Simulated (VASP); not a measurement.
Here is the system:

```yaml
crystal:
  lattice:
    - [2.52771, 1.45938, 2.80851]
    - [-2.52771, 1.45938, 2.80851]
    - [0.00000, -2.91875, 2.80851]
  atoms:
    - { symbol: Ag, position: [0.99804, 0.99804, 0.99804] }
    - { symbol: N, position: [0.57411, 0.57411, 0.57411] }
    - { symbol: O, position: [0.43487, 0.43488, 0.85948] }
    - { symbol: O, position: [0.85948, 0.43488, 0.43488] }
    - { symbol: O, position: [0.43487, 0.85948, 0.43488] }
```

Calculation: PBEsol GGA, VASP's PBE PAW potentials (set 64) (plane waves; VASP). Numerical set-up: 400 eV cut-off, 6×6×6 Γ-centred mesh, Fermi-Dirac smearing of 0.010 eV, potentials Ag N O.

Problem. Give the energies of bands 8 to 20 at the high-symmetry points, in eV from the valence-band maximum.

Solution. 
| band | Γ | T | H2 | L | S0 | F |
|---|---|---|---|---|---|---|
| 8 | -3.24 | -3.54 | -3.87 | -4.11 | -4.06 | -4.05 |
| 9 | -3.24 | -3.54 | -3.56 | -3.60 | -3.53 | -3.45 |
| 10 | -3.11 | -2.48 | -2.58 | -2.98 | -3.04 | -3.12 |
| 11 | -3.11 | -2.48 | -2.48 | -2.82 | -2.51 | -2.38 |
| 12 | -1.63 | -1.51 | -1.73 | -2.50 | -2.08 | -1.91 |
| 13 | -1.48 | -1.20 | -1.49 | -1.46 | -1.50 | -1.59 |
| 14 | -1.48 | -1.20 | -1.31 | -1.41 | -1.40 | -1.42 |
| 15 | -0.78 | -0.80 | -1.14 | -1.24 | -1.16 | -1.15 |
| 16 | -0.78 | -0.80 | -0.84 | -0.70 | -0.94 | -1.05 |
| 17 | -0.78 | -0.58 | -0.35 | 0.00 | -0.29 | -0.27 |
| 18 | 2.06 | 1.59 | 2.31 | 3.14 | 3.11 | 3.06 |
| 19 | 3.24 | 4.88 | 5.11 | 4.72 | 4.96 | 4.93 |
| 20 | 7.65 | 7.42 | 7.70 | 6.15 | 7.29 | 7.27 |

The gap is indirect, 1.59 eV, from the valence maximum at L to the conduction minimum at T.

The structure comes from a computed database's AgNO3 entry (R3m); how it stands against other phases isn't given here. The cell was not relaxed at this level.
